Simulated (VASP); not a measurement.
A run of VASP 6.6.1 is set up as follows.

Contents of INCAR:

```
SYSTEM = Rh
  PREC = Accurate
  ENCUT = 520
  EDIFF = 1E-7
  ISMEAR = 1
  SIGMA = 0.2
  LREAL = .FALSE.
  LASPH = .TRUE.
  NELM = 80
  ALGO = Fast
  ISIF = 3
  LWAVE = .FALSE.
  LCHARG = .FALSE.
  GGA = PE
  IBRION = 2
  NSW = 80
  EDIFFG = -0.002
```

The input KPOINTS:

```
Automatic mesh
0
G
  18 18 18
  0 0 0
```

The input POSCAR:

```
Rh
1.0
    0.0000000000      1.8978500000      1.8978500000
    1.8978500000      0.0000000000      1.8978500000
    1.8978500000      1.8978500000      0.0000000000
Rh
1
Direct
    0.0000000000      0.0000000000      0.0000000000
```

Potentials or basis: VASP PAW PBE potentials, release 64 (Rh_pv).

Launch:

```sh
$ cat potpaw_PBE.64/Rh_pv/POTCAR > POTCAR
$ mpirun -np 1 vasp_std > vasp.out
```

(1) Predict the band gap on the k mesh.

(2) Predict the relaxed cell.

(3) Estimate the relaxed volume.

Results:

(1) none (metal or under the smearing width).

(2) a = 2.708 Å, b = 2.708 Å, c = 2.708 Å, α = 60.00°, β = 60.00°, γ = 60.00°.

(3) 14.04 Å³/atom.
